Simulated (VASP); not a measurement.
Given:

```xyz
2
Lattice="1.4750 -2.5548 0.0000 1.4750 2.5548 0.0000 0.0000 0.0000 4.6800" Properties=species:S:1:pos:R:3 pbc="T T T"
Ti     1.4750     0.8516     1.1700
Ti     1.4750    -0.8516     3.5100
```

Computed with PW91 GGA, VASP's PBE PAW potentials (set 64) (plane waves; VASP). Run with 520 eV cut-off, 13×13×7 Γ-centred mesh, first-order Methfessel-Paxton smearing of 0.10 eV, potentials Ti_sv.

The ions, cell shape and volume are relaxed. What does this cell relax into?

```xyz
2
Lattice="1.4654 -2.5382 0.0000 1.4654 2.5382 0.0000 0.0000 0.0000 4.6470" Properties=species:S:1:pos:R:3 pbc="T T T"
Ti     1.4654     0.8461     1.1617
Ti     1.4654    -0.8461     3.4852
```
Space group P6_3/mmc (194), at a tolerance of 0.03 Å.

How do energy and volume change from the first to the last step?

The energy (σ→0) changes by -2.4 meV/atom and the volume by -2.0 %, in 3 ionic steps.

```
step  E(σ→0) (eV)  max force (eV/Å)  pressure (GPa)  volume (Å³)
----  -----------  ----------------  --------------  -----------
1        -15.5883             0.000           -2.15        35.27
2        -15.5905             0.000            1.67        34.07
3        -15.5931             0.000           -0.01        34.57
```

The compound is Ti in the hcp structure. This run relaxes it. Symmetry was kept, so distortions that lower it aren't found.
